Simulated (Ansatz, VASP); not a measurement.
**Cross-check of Si54N73 (start site: N_i (4-fold void)) between VASP and Ansatz**

Aim: how closely do two programs agree when they are given the same cell, functional and k mesh? Of the first pair: The structure shown is the start of the Ansatz relaxation below; VASP solves that cell, so the two are compared at the walk's first step.

Calculated with Ansatz 0.2.0; plane waves, with VASP 6.6.1 beside it; PBEsol.

### 1. Starting point

The cell holds 127 atoms: 54 Si and 73 N. Its edges and angles: a = 13.206 Å, b = 13.206 Å, c = 8.731 Å, α = 90.0°, β = 90.0°, γ = 120.0°. It derives from Si3N4 (Si3N4 (P6_3/m)). Nearest the centre at fractional (0.354, 0.639, 0.218): N127 at 0.05 Å, Si2 at 2.16 Å, N65 at 2.17 Å, N61 at 2.20 Å, N71 at 2.23 Å, N89 at 2.54 Å, Si5 at 2.55 Å, Si11 at 2.86 Å. The cell carries charge +1.

### 2. Ansatz: relaxation, PBEsol

Ansatz runs on its PAW soft_1 files.

The two programs are compared at the cell with which this relaxation starts, whose forces are those of its first step.

input.yaml reads:

```yaml
crystal:
  lattice:
    - [11.43668588, 6.60297367, 0.0]
    - [-11.43668588, 6.60297367, 0.0]
    - [0.0, 0.0, 8.73076733]
  atoms:
    - { symbol: Si, position: [0.01950046, 0.80655545, 0.25] }
    - { symbol: Si, position: [0.3528338, 0.47322211, 0.25] }
    - { symbol: Si, position: [0.68616713, 0.13988878, 0.25] }
    - { symbol: Si, position: [0.21294502, 0.01950046, 0.08333333] }
    - { symbol: Si, position: [0.54627835, 0.68616713, 0.08333333] }
    - { symbol: Si, position: [0.87961168, 0.3528338, 0.08333333] }
    - { symbol: Si, position: [0.13988878, 0.45372165, 0.08333333] }
    - { symbol: Si, position: [0.47322211, 0.12038832, 0.08333333] }
    - { symbol: Si, position: [0.80655545, 0.78705498, 0.08333333] }
    - { symbol: Si, position: [0.19344455, 0.21294502, 0.25] }
    - { symbol: Si, position: [0.52677789, 0.87961168, 0.25] }
    - { symbol: Si, position: [0.86011122, 0.54627835, 0.25] }
    - { symbol: Si, position: [0.12038832, 0.6471662, 0.25] }
    - { symbol: Si, position: [0.45372165, 0.31383287, 0.25] }
    - { symbol: Si, position: [0.78705498, 0.98049954, 0.25] }
    - { symbol: Si, position: [0.31383287, 0.86011122, 0.08333333] }
    - { symbol: Si, position: [0.6471662, 0.52677789, 0.08333333] }
    - { symbol: Si, position: [0.98049954, 0.19344455, 0.08333333] }
    - { symbol: "N", position: [0.0, 0.66666667, 0.25] }
    - { symbol: "N", position: [0.33333333, 0.33333333, 0.25] }
    - { symbol: "N", position: [0.66666667, 0.0, 0.25] }
    - { symbol: "N", position: [0.0, 0.33333333, 0.08333333] }
    - { symbol: "N", position: [0.33333333, 0.0, 0.08333333] }
    - { symbol: "N", position: [0.66666667, 0.66666667, 0.08333333] }
    - { symbol: "N", position: [0.21345843, 0.45653274, 0.25] }
    - { symbol: "N", position: [0.54679176, 0.12319941, 0.25] }
    - { symbol: "N", position: [0.8801251, 0.78986608, 0.25] }
    - { symbol: "N", position: [0.09025902, 0.8801251, 0.08333333] }
    - { symbol: "N", position: [0.42359235, 0.54679176, 0.08333333] }
    - { symbol: "N", position: [0.75692569, 0.21345843, 0.08333333] }
    - { symbol: "N", position: [0.12319941, 0.57640765, 0.08333333] }
    - { symbol: "N", position: [0.45653274, 0.24307431, 0.08333333] }
    - { symbol: "N", position: [0.78986608, 0.90974098, 0.08333333] }
    - { symbol: "N", position: [0.21013392, 0.09025902, 0.25] }
    - { symbol: "N", position: [0.54346726, 0.75692569, 0.25] }
    - { symbol: "N", position: [0.87680059, 0.42359235, 0.25] }
    - { symbol: "N", position: [0.1198749, 0.21013392, 0.08333333] }
    - { symbol: "N", position: [0.45320824, 0.87680059, 0.08333333] }
    - { symbol: "N", position: [0.78654157, 0.54346726, 0.08333333] }
    - { symbol: "N", position: [0.24307431, 0.78654157, 0.25] }
    - { symbol: "N", position: [0.57640765, 0.45320824, 0.25] }
    - { symbol: "N", position: [0.90974098, 0.1198749, 0.25] }
    - { symbol: Si, position: [0.01950046, 0.80655545, 0.58333333] }
    - { symbol: Si, position: [0.3528338, 0.47322211, 0.58333333] }
    - { symbol: Si, position: [0.68616713, 0.13988878, 0.58333333] }
    - { symbol: Si, position: [0.21294502, 0.01950046, 0.41666667] }
    - { symbol: Si, position: [0.54627835, 0.68616713, 0.41666667] }
    - { symbol: Si, position: [0.87961168, 0.3528338, 0.41666667] }
    - { symbol: Si, position: [0.13988878, 0.45372165, 0.41666667] }
    - { symbol: Si, position: [0.47322211, 0.12038832, 0.41666667] }
    - { symbol: Si, position: [0.80655545, 0.78705498, 0.41666667] }
    - { symbol: Si, position: [0.19344455, 0.21294502, 0.58333333] }
    - { symbol: Si, position: [0.52677789, 0.87961168, 0.58333333] }
    - { symbol: Si, position: [0.86011122, 0.54627835, 0.58333333] }
    - { symbol: Si, position: [0.12038832, 0.6471662, 0.58333333] }
    - { symbol: Si, position: [0.45372165, 0.31383287, 0.58333333] }
    - { symbol: Si, position: [0.78705498, 0.98049954, 0.58333333] }
    - { symbol: Si, position: [0.31383287, 0.86011122, 0.41666667] }
    - { symbol: Si, position: [0.6471662, 0.52677789, 0.41666667] }
    - { symbol: Si, position: [0.98049954, 0.19344455, 0.41666667] }
    - { symbol: "N", position: [0.0, 0.66666667, 0.58333333] }
    - { symbol: "N", position: [0.33333333, 0.33333333, 0.58333333] }
    - { symbol: "N", position: [0.66666667, 0.0, 0.58333333] }
    - { symbol: "N", position: [0.0, 0.33333333, 0.41666667] }
    - { symbol: "N", position: [0.33333333, 0.0, 0.41666667] }
    - { symbol: "N", position: [0.66666667, 0.66666667, 0.41666667] }
    - { symbol: "N", position: [0.21345843, 0.45653274, 0.58333333] }
    - { symbol: "N", position: [0.54679176, 0.12319941, 0.58333333] }
    - { symbol: "N", position: [0.8801251, 0.78986608, 0.58333333] }
    - { symbol: "N", position: [0.09025902, 0.8801251, 0.41666667] }
    - { symbol: "N", position: [0.42359235, 0.54679176, 0.41666667] }
    - { symbol: "N", position: [0.75692569, 0.21345843, 0.41666667] }
    - { symbol: "N", position: [0.12319941, 0.57640765, 0.41666667] }
    - { symbol: "N", position: [0.45653274, 0.24307431, 0.41666667] }
    - { symbol: "N", position: [0.78986608, 0.90974098, 0.41666667] }
    - { symbol: "N", position: [0.21013392, 0.09025902, 0.58333333] }
    - { symbol: "N", position: [0.54346726, 0.75692569, 0.58333333] }
    - { symbol: "N", position: [0.87680059, 0.42359235, 0.58333333] }
    - { symbol: "N", position: [0.1198749, 0.21013392, 0.41666667] }
    - { symbol: "N", position: [0.45320824, 0.87680059, 0.41666667] }
    - { symbol: "N", position: [0.78654157, 0.54346726, 0.41666667] }
    - { symbol: "N", position: [0.24307431, 0.78654157, 0.58333333] }
    - { symbol: "N", position: [0.57640765, 0.45320824, 0.58333333] }
    - { symbol: "N", position: [0.90974098, 0.1198749, 0.58333333] }
    - { symbol: Si, position: [0.01950046, 0.80655545, 0.91666667] }
    - { symbol: Si, position: [0.3528338, 0.47322211, 0.91666667] }
    - { symbol: Si, position: [0.68616713, 0.13988878, 0.91666667] }
    - { symbol: Si, position: [0.21294502, 0.01950046, 0.75] }
    - { symbol: Si, position: [0.54627835, 0.68616713, 0.75] }
    - { symbol: Si, position: [0.87961168, 0.3528338, 0.75] }
    - { symbol: Si, position: [0.13988878, 0.45372165, 0.75] }
    - { symbol: Si, position: [0.47322211, 0.12038832, 0.75] }
    - { symbol: Si, position: [0.80655545, 0.78705498, 0.75] }
    - { symbol: Si, position: [0.19344455, 0.21294502, 0.91666667] }
    - { symbol: Si, position: [0.52677789, 0.87961168, 0.91666667] }
    - { symbol: Si, position: [0.86011122, 0.54627835, 0.91666667] }
    - { symbol: Si, position: [0.12038832, 0.6471662, 0.91666667] }
    - { symbol: Si, position: [0.45372165, 0.31383287, 0.91666667] }
    - { symbol: Si, position: [0.78705498, 0.98049954, 0.91666667] }
    - { symbol: Si, position: [0.31383287, 0.86011122, 0.75] }
    - { symbol: Si, position: [0.6471662, 0.52677789, 0.75] }
    - { symbol: Si, position: [0.98049954, 0.19344455, 0.75] }
    - { symbol: "N", position: [0.0, 0.66666667, 0.91666667] }
    - { symbol: "N", position: [0.33333333, 0.33333333, 0.91666667] }
    - { symbol: "N", position: [0.66666667, 0.0, 0.91666667] }
    - { symbol: "N", position: [0.0, 0.33333333, 0.75] }
    - { symbol: "N", position: [0.33333333, 0.0, 0.75] }
    - { symbol: "N", position: [0.66666667, 0.66666667, 0.75] }
    - { symbol: "N", position: [0.21345843, 0.45653274, 0.91666667] }
    - { symbol: "N", position: [0.54679176, 0.12319941, 0.91666667] }
    - { symbol: "N", position: [0.8801251, 0.78986608, 0.91666667] }
    - { symbol: "N", position: [0.09025902, 0.8801251, 0.75] }
    - { symbol: "N", position: [0.42359235, 0.54679176, 0.75] }
    - { symbol: "N", position: [0.75692569, 0.21345843, 0.75] }
    - { symbol: "N", position: [0.12319941, 0.57640765, 0.75] }
    - { symbol: "N", position: [0.45653274, 0.24307431, 0.75] }
    - { symbol: "N", position: [0.78986608, 0.90974098, 0.75] }
    - { symbol: "N", position: [0.21013392, 0.09025902, 0.91666667] }
    - { symbol: "N", position: [0.54346726, 0.75692569, 0.91666667] }
    - { symbol: "N", position: [0.87680059, 0.42359235, 0.91666667] }
    - { symbol: "N", position: [0.1198749, 0.21013392, 0.75] }
    - { symbol: "N", position: [0.45320824, 0.87680059, 0.75] }
    - { symbol: "N", position: [0.78654157, 0.54346726, 0.75] }
    - { symbol: "N", position: [0.24307431, 0.78654157, 0.91666667] }
    - { symbol: "N", position: [0.57640765, 0.45320824, 0.91666667] }
    - { symbol: "N", position: [0.90974098, 0.1198749, 0.91666667] }
    - { symbol: "N", position: [0.353657, 0.639349, 0.218405] }
  host:
    repeats: [1, 1, 3]
    atoms:
      - { symbol: Si, position: [0.01950046, 0.80655545, 0.75] }
      - { symbol: Si, position: [0.3528338, 0.47322211, 0.75] }
      # ... 40 more atoms of the perfect host
total_charge: 1
basis:
  ecutwfc: 420
  xc_grid: 2
hamiltonian:
  xc: pbesol
  pseudopotentials: { kind: paw, azcp: { folder: soft_1 }, xc_functional: pbe }
kpoints:
  mp_grid: { grid: [1, 1, 1], shift: [0.25, 0.25, 0.25] }
magnetization:
  spin_polarized: true
  initial_magnetization: 2
  spin_locking: { lock_magnetization: hard }
scf:
  occupations: { method: fixed }
  max_iter: 100
output:
  forces: true
  charged_corrections:
    epsilon: [4.29, 4.29, 4.37]
    static_epsilon: [8.29, 8.29, 8.25]
    defect_position: [0.353657, 0.639349, 0.218405]
relax:
  f_tol: 0.02
  max_steps: 80
  random_displacement: { amplitude: 0.05, seed: 7369 }
checkpoint:
  write: "../qp1_M2.relax.run"
  compress: false
  write_wavefunctions: true
  write_every: 100000
```

Command:

```bash
$ ansatz run input.yaml --threads 4 --pin off --max-ram 15073MiB --backend cpu --events-out ev --progress --plain --runs-dir out
```

Numbers of over 12 decimals in the logs are rounded to 6 here.

The log of the run:

```text
Engine: ansatz 0.2.0, aarch64-unknown-linux-gnu
Pseudopotentials: kind: paw
Pseudopotential: Si, paw, valence charge 4, recommended cutoff 420 eV (normal), soft_1/Si.paw.azcp
Pseudopotential: N, paw, valence charge 5, recommended cutoff 420 eV (normal), soft_1/N.paw.azcp
Functional definition: PBEsol
  exchange = pbesol_x
  correlation = pbesol_c
Crystal: 127 atoms, lattice volume = 1318.628 Å³
Basis set: ecut = 420 eV, 25805 PW (Γ), exchange–correlation on 180×180×120 points (8 copies of the dense FFT grid, shifted against one another)
Bands: 418, of which v1, the nominal top of the filled ones, is band 290 counted from 1 (289 counted from 0)
Symmetry: 1 space group operations
k-points: 1
Non-local potential: Si, projectors of the file, l = 0: 2, l = 1: 2, l = 2: 1
Non-local potential: N, projectors of the file, l = 0: 2, l = 1: 2, l = 2: 1
PAW form: soft (Blöchl's): semilocal exchange-correlation on the pseudo side does not see the compensation charge
PAW frozen core: Si, regenerated for the run's functional, and the local potential with it (the file was generated under x = pbe(κ = 0.804, μ = 0.219515), c = pbe(β = 0.066725))
PAW frozen core: N, regenerated for the run's functional, and the local potential with it (the file was generated under x = pbe(κ = 0.804, μ = 0.219515), c = pbe(β = 0.066725))
PAW one-centre angular grid: Si, 110 points (default); XC on 64 Gauss nodes
PAW one-centre angular grid: N, 110 points (default); XC on 64 Gauss nodes
Initial density: superposition of atomic densities (chi_scale 0.1, normalization cell, long waves kept (reshape's long-wave potential 0.16 eV rms))
Starting moments: Σ|m| = 2 μB on 127 of 127 sites
Initial wavefunctions: pseudopotential atomic-orbital guess
Functional: x = pbesol(κ = 0.804, μ = 0.123457), c = pbesol(β = 0.046)
SCF iter   1: F=—  HF=-61440.608643 eV  |F-HF|=—  |Δ(HF+E_count)|=         —  Δρ=7.80e-2 (↑7.52e-2 ↓7.80e-2)  dr2=3.26e2  dr2_m=1.53e0  M=2.000 μB ∫|m|=2.057 μB  β_m=0.30  ethr=3.10e-3  ⟨swp⟩=7.0  Hψ=3328  notcnv=0  defer=244
preconditioner: auto → Resta (q_TF=auto, 2.379 Å⁻¹)  ε∞=3.6  [insulator: Δε(μ)=0.449 eV  Ē_g=15.340 eV  n_scr=282 (ndim 8)  ℏωp=24.6 eV  f_vac=0.009  ε∞_Penn≈3.6]
spin=Collinear: Resta preconditioning applied to the charge; magnetization (m = ρ↑ − ρ↓) channel mixes plain (no charge-response kernel on spin).
SCF iter   2: F=—  HF=-61362.867186 eV  |F-HF|=—  |Δ(HF+E_count)|=    7.77e1  Δρ=3.93e-2 (↑3.93e-2 ↓3.90e-2)  dr2=8.02e1  dr2_m=8.19e-1  M=2.000 μB ∫|m|=2.332 μB  β_m=0.43  ethr=3.10e-3  ⟨swp⟩=3.5  Hψ=1443  notcnv=0  defer=249
SCF iter   3: F=—  HF=-61341.014885 eV  |F-HF|=—  |Δ(HF+E_count)|=    2.19e1  Δρ=1.50e-2 (↑1.50e-2 ↓1.49e-2)  dr2=5.80e0  dr2_m=1.13e-1  M=2.000 μB ∫|m|=2.163 μB  β_m=0.61  ethr=3.10e-3  ⟨swp⟩=3.0  Hψ=1304  notcnv=0  defer=250
SCF iter   4: F=—  HF=-61340.425659 eV  |F-HF|=—  |Δ(HF+E_count)|=   5.89e-1  Δρ=1.26e-2 (↑7.07e-3 ↓1.26e-2)  dr2=7.51e0  dr2_m=2.50e-1  M=2.000 μB ∫|m|=2.279 μB  β_m=0.52  ethr=1.00e-3  ⟨swp⟩=3.5  Hψ=1374  notcnv=0  defer=250
SCF iter   5: F=—  HF=-61340.522642 eV  |F-HF|=—  |Δ(HF+E_count)|=   9.70e-2  Δρ=7.39e-3 (↑3.80e-3 ↓7.39e-3)  dr2=2.99e0  dr2_m=7.56e-2  M=2.000 μB ∫|m|=2.187 μB  β_m=0.43  ethr=1.00e-3  ⟨swp⟩=4.0  Hψ=1048  notcnv=0  defer=250
SCF iter   6: F=—  HF=-61340.239219 eV  |F-HF|=—  |Δ(HF+E_count)|=   2.83e-1  Δρ=5.42e-3 (↑1.88e-3 ↓5.42e-3)  dr2=1.33e0  dr2_m=5.69e-2  M=2.000 μB ∫|m|=2.216 μB  β_m=0.65  ethr=5.16e-4  ⟨swp⟩=3.0  Hψ=1165  notcnv=0  defer=250
SCF iter   7: F=—  HF=-61340.115906 eV  |F-HF|=—  |Δ(HF+E_count)|=   1.23e-1  Δρ=3.01e-3 (↑4.62e-4 ↓3.01e-3)  dr2=2.83e-1  dr2_m=2.56e-2  M=2.000 μB ∫|m|=2.264 μB  β_m=0.82  ethr=2.29e-4  ⟨swp⟩=3.5  Hψ=1167  notcnv=0  defer=252
SCF iter   8: F=—  HF=-61340.113244 eV  |F-HF|=—  |Δ(HF+E_count)|=   2.66e-3  Δρ=1.02e-3 (↑9.89e-4 ↓1.02e-3)  dr2=4.95e-2  dr2_m=3.76e-3  M=2.000 μB ∫|m|=2.339 μB  β_m=0.70  ethr=4.88e-5  ⟨swp⟩=3.0  Hψ=1167  notcnv=0  defer=252
SCF iter   9: F=—  HF=-61340.110706 eV  |F-HF|=—  |Δ(HF+E_count)|=   2.54e-3  Δρ=4.47e-4 (↑4.47e-4 ↓3.84e-4)  dr2=5.12e-3  dr2_m=1.18e-3  M=2.000 μB ∫|m|=2.396 μB  β_m=0.73  ethr=8.53e-6  ⟨swp⟩=3.5  Hψ=1181  notcnv=0  defer=252
SCF iter  10: F=—  HF=-61340.110544 eV  |F-HF|=—  |Δ(HF+E_count)|=   1.62e-4  Δρ=3.20e-4 (↑1.23e-4 ↓3.20e-4)  dr2=3.59e-3  dr2_m=3.25e-4  M=2.000 μB ∫|m|=2.396 μB  β_m=0.73  ethr=8.83e-7  ⟨swp⟩=3.0  Hψ=1422  notcnv=0  defer=252
SCF iter  11: F=—  HF=-61340.110642 eV  |F-HF|=—  |Δ(HF+E_count)|=   9.83e-5  Δρ=1.73e-4 (↑1.73e-4 ↓6.82e-5)  dr2=3.91e-4  dr2_m=1.41e-4  M=2.000 μB ∫|m|=2.428 μB  β_m=0.77  ethr=6.18e-7  ⟨swp⟩=2.0  Hψ=1175  notcnv=0  defer=252
SCF iter  12: F=—  HF=-61340.110717 eV  |F-HF|=—  |Δ(HF+E_count)|=   7.54e-5  Δρ=5.11e-5 (↑5.11e-5 ↓4.29e-5)  dr2=1.19e-4  dr2_m=4.97e-6  M=2.000 μB ∫|m|=2.436 μB  β_m=0.65  ethr=6.75e-8  ⟨swp⟩=2.5  Hψ=1176  notcnv=0  defer=252
[...]
- { symbol: N, position: [0.669341, 0.00155799, 0.249793] }
    - { symbol: N, position: [0.0001171, 0.332903, 0.082806] }
    - { symbol: N, position: [0.333090, 0.00041004, 0.083004] }
    - { symbol: N, position: [0.667672, 0.666885, 0.085152] }
    - { symbol: N, position: [0.212477, 0.452944, 0.249746] }
    - { symbol: N, position: [0.546182, 0.119859, 0.249777] }
    - { symbol: N, position: [0.881010, 0.790548, 0.249761] }
    - { symbol: N, position: [0.090416, 0.879800, 0.082938] }
    - { symbol: N, position: [0.424699, 0.543808, 0.081835] }
    - { symbol: N, position: [0.757359, 0.213853, 0.082758] }
    - { symbol: N, position: [0.123818, 0.575977, 0.083412] }
    - { symbol: N, position: [0.457948, 0.243161, 0.083283] }
    - { symbol: N, position: [0.786517, 0.907632, 0.083772] }
    - { symbol: N, position: [0.209884, 0.089999, 0.249762] }
    - { symbol: N, position: [0.521207, 0.745946, 0.249783] }
    - { symbol: N, position: [0.877162, 0.423419, 0.249760] }
    - { symbol: N, position: [0.120229, 0.209854, 0.082832] }
    - { symbol: N, position: [0.453610, 0.880576, 0.081946] }
    - { symbol: N, position: [0.787110, 0.543599, 0.083148] }
    - { symbol: N, position: [0.241603, 0.787675, 0.249751] }
    - { symbol: N, position: [0.576489, 0.452975, 0.249766] }
    - { symbol: N, position: [0.911083, 0.119746, 0.249766] }
    - { symbol: Si, position: [0.019953, 0.806201755254, 0.583210] }
    - { symbol: Si, position: [0.351627, 0.470723, 0.584470] }
    - { symbol: Si, position: [0.686420, 0.140237, 0.583322] }
    - { symbol: Si, position: [0.212499, 0.019501, 0.416417] }
    - { symbol: Si, position: [0.546665, 0.681027, 0.425860] }
    - { symbol: Si, position: [0.880430, 0.353255, 0.416678] }
    - { symbol: Si, position: [0.140012, 0.453013, 0.416245] }
    - { symbol: Si, position: [0.473211, 0.119842, 0.416867] }
    - { symbol: Si, position: [0.808245, 0.787889, 0.416381] }
    - { symbol: Si, position: [0.193206, 0.211935, 0.583356] }
    - { symbol: Si, position: [0.526923, 0.880831, 0.583774] }
    - { symbol: Si, position: [0.860557, 0.546131, 0.583332] }
    - { symbol: Si, position: [0.120358, 0.646285, 0.583013] }
    - { symbol: Si, position: [0.454307, 0.313302, 0.583126] }
    - { symbol: Si, position: [0.786884, 0.980328, 0.583282] }
    - { symbol: Si, position: [0.311545, 0.860330, 0.416754] }
    - { symbol: Si, position: [0.647724, 0.525239, 0.416099] }
    - { symbol: Si, position: [0.981306, 0.193476, 0.416893] }
    - { symbol: N, position: [0.000266352, 0.666339, 0.582966] }
    - { symbol: N, position: [0.333449, 0.332047, 0.583572] }
[...]
- { symbol: Si, position: [0.019956, 0.806203, 0.916324] }
    - { symbol: Si, position: [0.351624, 0.470713, 0.915100] }
    - { symbol: Si, position: [0.686414, 0.140225, 0.916215] }
    - { symbol: Si, position: [0.212961, 0.018997, 0.749756] }
    - { symbol: Si, position: [0.545507, 0.685266, 0.749764] }
    - { symbol: Si, position: [0.880049, 0.352731, 0.749761] }
[...]
- { symbol: Si, position: [0.526905, 0.880834, 0.915810] }
    - { symbol: Si, position: [0.860555, 0.546134, 0.916216] }
    - { symbol: Si, position: [0.120356, 0.646283, 0.916523] }
    - { symbol: Si, position: [0.454293, 0.313295, 0.916430] }
    - { symbol: Si, position: [0.786880, 0.980327, 0.916249] }
    - { symbol: Si, position: [0.313229, 0.859654, 0.749762] }
    - { symbol: Si, position: [0.647528, 0.526410, 0.749770] }
    - { symbol: Si, position: [0.980578, 0.192771, 0.749759] }
[...]
- { symbol: N, position: [0.877134, 0.423538, 0.916247] }
    - { symbol: N, position: [0.119911, 0.209781, 0.749769] }
    - { symbol: N, position: [0.452859, 0.876166, 0.749782] }
    - { symbol: N, position: [0.786940, 0.543888, 0.749774] }
    - { symbol: N, position: [0.243082, 0.785891, 0.916428] }
    - { symbol: N, position: [0.576653, 0.453391, 0.916562] }
    - { symbol: N, position: [0.909824, 0.118893, 0.916723] }
    - { symbol: N, position: [0.398115, 0.691118, 0.249840] }
```

(Part 1 of 2 ends here.)

[Lines on the potential files, build, host, timing and source positions are cut from VASP's logs without a mark.]

[Logs are printed without paths, hosts, clocks, repeated set-up lines and the standing remarks that a program may print on its own settings, such as how far it seeks lower states.]

[Hosts, paths, dates, database ids (printed as entryN), source tags and the programs' standing remarks are cut or masked in the printed files.]
